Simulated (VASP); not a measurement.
Here is the system:

```yaml
crystal:
  lattice:
    - [4.54264, 0.00000, 0.00000]
    - [0.00000, 4.54264, 0.00000]
    - [0.00000, 0.00000, 3.18668]
  atoms:
    - { symbol: Ir, position: [0.00000, 0.00000, 0.00000] }
    - { symbol: Ir, position: [0.50000, 0.50000, 0.50000] }
    - { symbol: O, position: [0.30830, 0.30830, 0.00000] }
    - { symbol: O, position: [0.80830, 0.19170, 0.50000] }
    - { symbol: O, position: [0.19170, 0.80830, 0.50000] }
    - { symbol: O, position: [0.69170, 0.69170, 0.00000] }
```

Computed with PBE GGA, VASP's PBE PAW potentials (set 64) (plane waves; VASP). Run with 520 eV cut-off, 6×6×9 Γ-centred mesh, first-order Methfessel-Paxton smearing of 0.10 eV, potentials Ir O.

Unless said otherwise, spin-orbit coupling is left out, though it shifts the bands of the heavy elements here.

### Question
Predict the energy per atom (σ→0), band gap (on the k-mesh) with the smallest direct gap where there is one.

### Answer

The band gap (on the k-mesh) is none (metal, semimetal or under 0.01 eV) and the energy per atom (σ→0) is -7.045 eV/atom.

Only differences to runs with the same potentials and settings are physical.

The compound is IrO2 in the rutile structure. It was relaxed first. The start is the result of an earlier pass.
